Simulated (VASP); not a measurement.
Given:

```xyz
2
Lattice="1.4750 -2.5548 0.0000 1.4750 2.5548 0.0000 0.0000 0.0000 4.6800" Properties=species:S:1:pos:R:3 pbc="T T T"
Ti     1.4750     0.8516     1.1700
Ti     1.4750    -0.8516     3.5100
```

The numbers are results of r2SCAN meta-GGA, VASP's PBE PAW potentials (set 64) (plane waves; VASP), not measurements. Numerical set-up: 400 eV cut-off, 13×13×7 Γ-centred mesh, first-order Methfessel-Paxton smearing of 0.10 eV, potentials Ti_sv.

Energy and stress use the plane-wave basis of the starting cell.

### Question
The ions, cell shape and volume are relaxed. What does this cell relax into?

### Answer

```xyz
2
Lattice="1.4673 -2.5415 0.0000 1.4673 2.5415 0.0000 0.0000 0.0000 4.6312" Properties=species:S:1:pos:R:3 pbc="T T T"
Ti     1.4673     0.8472     1.1578
Ti     1.4673    -0.8472     3.4734
```
Space group P6_3/mmc (194), at a tolerance of 0.03 Å.

### Question
How do energy and volume change from the first to the last step?

### Answer
The energy (σ→0) changes by -2.8 meV/atom and the volume by -2.1 %, in 6 ionic steps.

```tsv
step	E(σ→0) (eV)	max force (eV/Å)	pressure (GPa)	volume (Å³)
1	-25.8806	0.000	-2.34	35.27
2	-25.8823	0.000	2.08	33.97
3	-25.8860	0.000	0.02	34.55
4	-25.8860	0.000	0.05	34.54
5	-25.8861	0.000	0.05	34.54
6	-25.8861	0.000	0.05	34.54
```

The compound is Ti in the hcp structure. This run relaxes it. Symmetry was kept, so distortions that lower it aren't found.
